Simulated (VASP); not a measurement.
```
HgTl3
1.0
    4.75751     0.00000     0.00000
    0.00000     4.75751     0.00000
    0.00000     0.00000     4.75751
Tl Hg
3 1
Direct
  0.00000   0.50000   0.50000
  0.50000   0.00000   0.50000
  0.50000   0.50000   0.00000
  0.00000   0.00000   0.00000
```

The numbers are results of PBEsol GGA, VASP's PBE PAW potentials (set 64) (plane waves; VASP), not measurements. Run with 400 eV cut-off, 7×7×7 Γ-centred mesh, tetrahedra with Blöchl corrections, potentials Tl_d Hg.

The cores are frozen, which limits the accuracy of field gradients.

Give the principal components of the electric field gradient (V/Å²) and the asymmetry η at each nucleus.

```
atom   Vxx   Vyy    Vzz     η
----  ----  ----  -----  ----
Tl1   16.8  16.8  -33.6  0.00
Tl2   16.8  16.8  -33.6  0.00
Tl3   16.8  16.8  -33.6  0.00
Hg4    0.0   0.0    0.0     -
```

The structure comes from a computed database's Tl3Hg entry (Pm-3m); how it stands against other phases isn't given here. It was relaxed first, which changed the volume by -6 %.
